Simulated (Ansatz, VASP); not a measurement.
## SiAs5 in VASP and in Ansatz

```
Si As
1.0
     5.08819    0.00000    0.00000
    -2.54410    4.40650    0.00000
     0.00000    0.00000    5.11645
Si As
1 5
Direct
  0.00000 0.00000 0.50000
  0.69865 0.00000 0.00000
  0.00000 0.69865 0.00000
  0.30135 0.30135 0.00000
  0.33333 0.66667 0.50000
  0.66667 0.33333 0.50000
```

Change from the starting cell: species swapped into the Hf5Sc type (P-62m, No. 189).

Alike in both runs: functional PBE; k mesh 6 × 6 × 4; occupations gaussian, width 0.1 eV; no spin polarisation.

Ansatz relaxed the structure, and its values are those at the end. VASP's run is a single point on that final structure, the one shown.

```csv
,VASP,Ansatz
version,VASP 6.6.1,Ansatz 0.2.0
potentials or method,"VASP PAW PBE potentials, release 64 (Si, As)","scalar-relativistic, plane waves, PAW"
plane-wave cutoff (eV),520,420
valence electrons in the cell,29,79
```

Ansatz gave:

- gap on the k mesh at the Fermi level (eV): none
- pressure (GPa): 0.0
- rms of the force components (eV/Å): 0.007

Question: What did VASP give for the same quantities?

Answer: gap on the k mesh at the Fermi level (eV): none; pressure (GPa): 0.0; rms of the force components (eV/Å): 0.004.

A gap of «none» marks a metal or a gap that the smearing closes. The functional is the same, so the differences come from potentials, cutoffs and numerics. The two sets of potentials don't hold the same shells in valence.
